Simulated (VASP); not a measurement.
WAu in VASP: the effect of Hubbard term

The system is WAu.

```
W Au
1.0
     0.00000    2.90921    2.90921
     2.90921    0.00000    2.90921
     2.90921    2.90921    0.00000
W Au
1 1
Direct
  0.00000 0.00000 0.00000
  0.75000 0.75000 0.75000
```

The cell was built by a generator and needn't be a form met in nature.

Alike in all runs:

```yaml
Program: VASP 6.6.1
Task: density of states
Functional: r2SCAN
Potentials_or_basis: VASP PAW PBE potentials, release 64 (W_sv, Au)
Cutoff: 520 eV
k_mesh: 8 × 8 × 8
Occupations: tetrahedron
Spin: no spin polarisation
Further_INCAR_settings: ALGO = Normal; EDIFF = 1e-06; NBANDS = 20
```

```tsv
Hubbard term	pressure (GPa)
none	-3.0
Au d U = 2 eV, W d U = 2 eV	-2.1
Au d U = 3 eV, W d U = 3 eV	?
Au d U = 4 eV, W d U = 4 eV	-0.4
Au d U = 5 eV, W d U = 5 eV	1.1
Au d U = 6 eV, W d U = 6 eV	0.6
Au d U = 8 eV, W d U = 8 eV	0.9
```

Q: What does the run with Hubbard term Au d U = 3 eV, W d U = 3 eV give?

A: Pressure -1.4 GPa.

Worked out: The pressure follows no smooth curve through the other rows.

Caveats: the PAW data sets were made with another functional, which shifts forces and pressure a little; tetrahedron occupations give inexact forces and stress in metals; U without spin polarisation on a metal has little footing (some runs); the U is typed as a test and isn't derived for this compound (some runs).
